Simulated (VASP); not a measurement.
Ca3ZnSe4:

```
CELL_PARAMETERS angstrom
6.38183 0.00000 0.00000
0.00000 6.38183 0.00000
0.00000 0.00000 6.38183
ATOMIC_POSITIONS crystal
Se 0.23009 0.23009 0.23009
Se 0.23009 0.76991 0.76991
Se 0.76991 0.23009 0.76991
Se 0.76991 0.76991 0.23009
Zn 0.00000 0.00000 0.00000
Ca 0.50000 0.00000 0.50000
Ca 0.50000 0.50000 0.00000
Ca 0.00000 0.50000 0.50000
```

The cell comes from a database or a generator and needn't be the stable form of this composition.

- Program: VASP 6.6.1
- Task: single point
- Functional: PBE
- Potentials or basis: VASP PAW PBE potentials, release 64 (Se, Zn, Ca_sv)
- Cutoff: 520 eV
- k mesh: 4 × 4 × 4
- Occupations: fermi-dirac, width 0.05 eV
- Spin: no spin polarisation

On this cell: pressure 0.0 GPa; largest force 0.027 eV/Å; band gap on the k mesh 2.04 eV, indirect (least direct gap 2.10 eV).

The same run follows on a disturbed copy (atoms moved at random, drawn with an rms of 0.05 Å):

```
Se Zn Ca
1.0
     6.38183    0.00000    0.00000
     0.00000    6.38183    0.00000
     0.00000    0.00000    6.38183
Se Zn Ca
4 1 3
Cartesian
  1.4666 1.4459 1.4781
  1.4849 4.8595 4.9094
  4.9371 1.4620 4.8671
  4.9172 4.9048 1.4278
  0.0425 0.0271 -0.0345
  3.1773 0.0282 3.1764
  3.1866 3.1599 0.0750
  -0.0407 3.1902 3.1632
```

Problem. What changes?

Solution. The energy moves by +5.1 meV/atom; pressure 0.0 GPa; largest force 0.392 eV/Å; band gap on the k mesh 2.00 eV, indirect (least direct gap 2.05 eV).

Forces on the atoms (eV/Å):
```
Se  -0.161  0.035 -0.021
Se   0.008  0.115  0.006
Se  -0.119  0.008  0.252
Se   0.002  0.226  0.076
Zn  -0.083 -0.191 -0.076
Ca   0.107 -0.317  0.109
Ca   0.092  0.018 -0.380
Ca   0.155  0.106  0.035
```

Stress tensor (GPa, compression positive):
```
 0.04  0.35  0.32
 0.35  0.05 -0.29
 0.32 -0.29  0.02
```

A k mesh can miss the band edges.
